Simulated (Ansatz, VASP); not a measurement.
**Two plane-wave programs on B5Ru**

INCAR

```
PREC = Accurate
ENCUT = 520
EDIFF = 1E-6
ISMEAR = 0
SIGMA = 0.1
LREAL = False
LASPH = True
NELM = 60
ALGO = Normal
ISIF = 2
LWAVE = False
LCHARG = False
GGA = PE
NBANDS = 24
```

The input KPOINTS:

```
regular mesh
0
Gamma
  6 6 6
```

The input POSCAR:

```
B5Ru
1.0
    0.0000000000      2.9879618000      2.9879618000
    2.9879618000      0.0000000000      2.9879618000
    2.9879618000      2.9879618000      0.0000000000
B Ru
5 1
Direct
    0.3719714300      0.8760095200      0.8760095200
    0.8760095200      0.8760095200      0.8760095200
    0.2500000000      0.2500000000      0.2500000000
    0.8760095200      0.8760095200      0.3719714300
    0.8760095200      0.3719714300      0.8760095200
    0.5000000000      0.5000000000      0.5000000000
```

Input for Ansatz:

```yaml
crystal:
  lattice:
    - [0.0, 2.9879618, 2.9879618]
    - [2.9879618, 0.0, 2.9879618]
    - [2.9879618, 2.9879618, 0.0]
  atoms:
    - { symbol: B, position: [0.37197143, 0.87600952, 0.87600952] }
    - { symbol: B, position: [0.87600952, 0.87600952, 0.87600952] }
    - { symbol: B, position: [0.25, 0.25, 0.25] }
    - { symbol: B, position: [0.87600952, 0.87600952, 0.37197143] }
    - { symbol: B, position: [0.87600952, 0.37197143, 0.87600952] }
    - { symbol: Ru, position: [0.5, 0.5, 0.5] }
basis:
  ecutwfc: 420
kpoints:
  mp_grid: { grid: [6, 6, 6] }
hamiltonian:
  xc: pbe
scf:
  occupations: { method: gaussian, width: 0.1 }
  lower_state_search: "off"
output:
  forces: true
  stress: true
  eigenvalues: true
```

Change from the starting cell: species swapped into the HfNi5 type (F-43m, No. 216).

Alike in both runs: task single point; functional PBE; k mesh 6 × 6 × 6; occupations gaussian, width 0.1 eV; no spin polarisation.

|  | VASP | Ansatz |
| --- | --- | --- |
| version | VASP 6.6.1 | Ansatz 0.2.0 |
| potentials or method | VASP PAW PBE potentials, release 64 (B, Ru_pv) | scalar-relativistic, plane waves, PAW |
| plane-wave cutoff (eV) | 520 | 420 |
| valence electrons in the cell | 29 | 31 |

```csv
,VASP,Ansatz,Ansatz less VASP
gap on the k mesh at the Fermi level (eV),none,none,-
rms of the force components (eV/Å),0.018,0.018,+0.0003
```

Atom by atom the forces differ by 0.000 eV/Å (rms over components). A gap of «none» marks a metal or a gap that the smearing closes. With one functional, cell and mesh, what is left measures potentials, basis and numerics. The two sets of potentials don't hold the same shells in valence.
